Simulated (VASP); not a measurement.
Data:

```
CELL_PARAMETERS angstrom
      0.00000     1.79520     1.79520
      1.79520     0.00000     1.79520
      1.79520     1.79520     0.00000
ATOMIC_POSITIONS crystal
  Ni 0.00000 0.00000 0.00000
```
Starting moments (μB, in the order of the record's atoms Ni): 0.8.

All values below come from PBE GGA, VASP's PBE PAW potentials (set 64) (plane waves; VASP 6.6.1). Run with 400 eV cut-off, KSPACING 0.2 per Å, first-order Methfessel-Paxton smearing of 0.10 eV, potentials Ni.

Problem. Give the stress tensor in GPa (positive for a compressed cell).

Solution. 
```
-10.97    0.00    0.00
  0.00  -10.97    0.00
  0.00    0.00  -10.97
```
The pressure is its mean diagonal, -10.97 GPa.

The compound is Ni in the fcc structure. The cell was not relaxed at this level. The run is one of a series of settings (KGAMMA = .FALSE., KSPACING = 0.2, KPOINTS file removed against the base run), some of them coarse on purpose.
